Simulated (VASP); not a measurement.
Given:

```xyz
6
Lattice="1.6009 -2.7729 0.0000 1.6009 2.7729 0.0000 0.0000 0.0000 12.4801" Properties=species:S:1:pos:R:3 pbc="T T T"
W      1.6009     0.9243     3.1200
W      1.6009    -0.9243     9.3600
S      1.6009     0.9243    10.9530
S      1.6009    -0.9243     4.7130
S      1.6009    -0.9243     1.5270
S      1.6009     0.9243     7.7670
```

All values below come from rev-vdW-DF2, VASP's PBE PAW potentials (set 64) (plane waves; VASP). Run with 520 eV cut-off, 8×8×2 Γ-centred mesh, Gaussian smearing of 0.050 eV, potentials W_sv S.

Q: The ions and cell shape at fixed volume are relaxed. What does this cell relax into?

A: 
```xyz
6
Lattice="1.5893 -2.7528 0.0000 1.5893 2.7528 0.0000 0.0000 0.0000 12.6631" Properties=species:S:1:pos:R:3 pbc="T T T"
W      1.5893     0.9176     3.1658
W      1.5893    -0.9176     9.4973
S      1.5893     0.9176    11.0735
S      1.5893    -0.9176     4.7420
S      1.5893    -0.9176     1.5895
S      1.5893     0.9176     7.9211
```
Space group P6_3/mmc (194), at a tolerance of 0.03 Å.

Q: How much energy does the relaxation gain?

A: The energy (σ→0) changes by -6.2 meV/atom, in 5 ionic steps.

```
step  E(σ→0) (eV)  max force (eV/Å)  pressure (GPa)  volume (Å³)
----  -----------  ----------------  --------------  -----------
1        -37.0252             0.486           -4.48       110.80
2        -37.0484             0.019           -2.26       110.80
3        -37.0484             0.020           -2.27       110.80
4        -37.0598             0.004           -1.50       110.80
5        -37.0625             0.008           -0.89       110.80
```

The compound is WS2 in the 2H layered structure. This cell is one point of a volume scan, at 1.03 of the reference volume. Symmetry was kept, so distortions that lower it aren't found.
